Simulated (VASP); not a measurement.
Level of theory: PBE GGA, VASP's PBE PAW potentials (set 64) (plane waves; VASP).

The input files of a VASP run:

File KPOINTS:
```
Automatic mesh
0
Gamma
  12 12 12
```

File POSCAR:
```
MoSi2
1.0
 -1.6371000000   1.6371000000   4.0035000000
  1.6371000000  -1.6371000000   4.0035000000
  1.6371000000   1.6371000000  -4.0035000000
Si Mo
2 1
direct
  0.6650000000   0.6650000000   0.0000000000
  0.3350000000   0.3350000000   0.0000000000
  0.0000000000   0.0000000000   0.0000000000
```

**INCAR**
```
! general
SYSTEM   =  MoSi2
PREC     =  Accurate
ENCUT    =  520
LREAL    =  .FALSE.
LASPH    =  .TRUE.

! electronic loop
EDIFF    =  1E-6
NELM     =  100
ALGO     =  Normal
LMAXMIX  =  4

! smearing
ISMEAR   =  1
SIGMA    =  0.1

! functional
GGA      =  PE

! ions
ISIF     =  2

! output
LWAVE    =  .FALSE.
LCHARG   =  .FALSE.
```

POTCAR, in this order: Si Mo (PBE.64 set). Program: vasp_std.

The run wrote:

OSZICAR:
```
       N       E                     dE             d eps       ncg     rms          rms(c)
DAV:   1     0.333760364476E+02    0.33376E+02   -0.60191E+03  3586   0.110E+03
DAV:   2    -0.215176271547E+02   -0.54894E+02   -0.51107E+02  4397   0.192E+02
DAV:   3    -0.241976704076E+02   -0.26800E+01   -0.25893E+01  4908   0.369E+01
DAV:   4    -0.242392248535E+02   -0.41554E-01   -0.41448E-01  4848   0.432E+00
DAV:   5    -0.242396725729E+02   -0.44772E-03   -0.44756E-03  4702   0.417E-01    0.189E+01
DAV:   6    -0.234497803924E+02    0.78989E+00   -0.59894E+00  4568   0.153E+01    0.458E+00
DAV:   7    -0.232926042051E+02    0.15718E+00   -0.10202E+00  4426   0.728E+00    0.471E+00
DAV:   8    -0.232385997060E+02    0.54004E-01   -0.12891E-01  4582   0.277E+00    0.430E-01
DAV:   9    -0.232384131812E+02    0.18652E-03   -0.31690E-03  4461   0.524E-01    0.279E-01
DAV:  10    -0.232382839443E+02    0.12924E-03   -0.71786E-04  4285   0.171E-01    0.548E-02
DAV:  11    -0.232382567760E+02    0.27168E-04   -0.13311E-04  4735   0.857E-02    0.263E-02
DAV:  12    -0.232382574542E+02   -0.67815E-06   -0.60998E-06  4312   0.200E-02
   1 F= -.23238257E+02 E0= -.23238056E+02  d E =-.603635E-03
```

### OUTCAR
```
------------------------ aborting loop because EDIFF is reached ----------------------------------------
  FORCE on cell =-STRESS in cart. coord.  units (eV):
  Direction    XX          YY          ZZ          XY          YZ          ZX
  --------------------------------------------------------------------------------------
  Total       -2.6634593     -2.6634593     -2.9427610      0.0000000      0.0000000      0.0000000
  in kB      -99.4274736    -99.4274736   -109.8538623      0.0000000      0.0000000      0.0000000
  external PRESSURE =    -102.9029365 kB  Pullay stress =       0.0000000 kB
  volume of cell :       42.92
      direct lattice vectors                 reciprocal lattice vectors
    -1.637100000  1.637100000  4.003500000     0.000000000  0.305418117  0.124890721
     1.637100000 -1.637100000  4.003500000     0.305418117  0.000000000  0.124890721
     1.637100000  1.637100000 -4.003500000     0.305418117  0.305418117  0.000000000
 POSITION                                       TOTAL-FORCE (eV/Angst)
 -----------------------------------------------------------------------------------
      0.00000      0.00000      5.32465         0.000000      0.000000     -0.141477
      0.00000      0.00000      2.68235        -0.000000     -0.000000      0.141477
      0.00000      0.00000      0.00000        -0.000000     -0.000000      0.000000
 -----------------------------------------------------------------------------------
    total drift:                                0.000000     -0.000000     -0.000000
  FREE ENERGIE OF THE ION-ELECTRON SYSTEM (eV)
  ---------------------------------------------------
  free  energy   TOTEN  =       -23.2382574542 eV

  energy  without entropy=      -23.2376538187  energy(sigma->0) =      -23.23805624
```
(Selected blocks of OUTCAR.)

The compound is MoSi2 in the MoSi2 type structure. The cell was not relaxed at this level. The run is one of a series of settings (ENCUT = 520, POTCAR Si Mo (PBE.64 set) against the base run), some of them coarse on purpose.
